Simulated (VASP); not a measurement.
Level of theory: LDA (Ceperley-Alder, Perdew-Zunger), VASP's LDA PAW potentials (set 64) (plane waves; VASP).

VASP input:

**POSCAR**
```
HfC
1
    0.0000000000     2.2742385551     2.2742385551
    2.2742385551     0.0000000000     2.2742385551
    2.2742385551     2.2742385551     0.0000000000
Hf C
1 1
Direct
  0.0000000000   0.0000000000   0.0000000000
  0.5000000000   0.5000000000   0.5000000000
```

**KPOINTS**
```
K-points
0
gamma
 14 14 14
0 0 0
```

### INCAR
```
SYSTEM = HfC
PREC = Accurate
ENCUT = 620
EDIFF = 1E-6
NELM = 100
ALGO = Normal
LREAL = .FALSE.
LASPH = .TRUE.
ISMEAR = 1
SIGMA = 0.1
LMAXMIX = 6
LWAVE = .FALSE.
LCHARG = .FALSE.
IBRION = 2
ISIF = 3
NSW = 40
EDIFFG = -0.02
PSTRESS = 100
```

POTCAR, in this order: Hf_pv C (LDA.64 set). Program: vasp_std.

Unless said otherwise, spin-orbit coupling is left out, though it shifts the bands of the heavy elements here.

Q: Predict the energy per atom (σ→0), volume per atom, band gap (on the k-mesh).

A: 
| Quantity | Result |
|---|---|
| energy per atom (σ→0) | -11.436 eV/atom |
| band gap (on the k-mesh) | none (metal, semimetal or under 0.01 eV) |
| volume per atom | 11.57 Å³/atom |

### OSZICAR
```
...
DAV:   3    -0.228716543581E+02    0.15683E-01   -0.48809E-02  2321   0.206E+00    0.149E+00
DAV:   4    -0.228718065044E+02   -0.15215E-03   -0.71703E-04  2811   0.277E-01    0.193E+00
DAV:   5    -0.228715848994E+02    0.22160E-03   -0.34375E-04  2788   0.138E-01    0.139E-01
DAV:   6    -0.228715698261E+02    0.15073E-04   -0.34740E-05  2643   0.421E-02    0.572E-02
DAV:   7    -0.228715715193E+02   -0.16931E-05   -0.12918E-06  1373   0.107E-02    0.625E-02
DAV:   8    -0.228715670210E+02    0.44983E-05   -0.20079E-05  2536   0.288E-02    0.165E-02
DAV:   9    -0.228715670336E+02   -0.12542E-07   -0.34473E-07  1174   0.656E-03
   3 F= -.21427720E+02 E0= -.21427663E+02  d E =-.636883E-02
```

The compound is HfC in the rock salt structure. This run relaxes it under an external pressure of 10 GPa. Symmetry was kept, so distortions that lower it aren't found.
